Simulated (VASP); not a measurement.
Sn (beta) is relaxed at rising pressure, each step from the one before. Symmetry mostly holds the structure type, and other phases were not tried. The mesh follows the cell, and a change of mesh leaves a small step in the series.

Given:

```yaml
crystal:
  lattice:
    - [-2.91352, 2.91352, 1.58010]
    - [2.91352, -2.91352, 1.58010]
    - [2.91352, 2.91352, -1.58010]
  atoms:
    - { symbol: Sn, position: [0.25000, 0.75000, 0.50000] }
    - { symbol: Sn, position: [0.00000, 0.00000, 0.00000] }
```

Computed with PBEsol GGA, VASP's PBE PAW potentials (set 64) (plane waves; VASP). Numerical set-up: 500 eV cut-off, 13×13×13 Γ-centred mesh, first-order Methfessel-Paxton smearing of 0.10 eV, potentials Sn_d.

Unless said otherwise, spin-orbit coupling is left out, though it shifts the bands of the heavy elements here.

```tsv
P (GPa)	V (Å³/atom)	H − H(0) (eV/atom)	space group	gap on the mesh (eV)	k-mesh
0	26.83	0.000	I4_1/amd	0.00	13×13×13
5	…	…	I4_1/amd	0.00	13×13×13
10	23.57	1.567	I4_1/amd	0.00	14×14×14
20	…	…	I4_1/amd	0.00	14×14×14
30	20.39	4.291	I4_1/amd	0.00	14×14×14
45	19.00	6.131	I4_1/amd	0.00	15×15×15
```

Problem. Complete the blanks.

Solution. 
- 20, V (Å³/atom): 21.71
- 20, H − H(0) (eV/atom): 2.978
- 5, V (Å³/atom): 24.93
- 5, H − H(0) (eV/atom): 0.806

Pressures at which the relaxation failed are left out.

The compound is Sn in the beta structure.
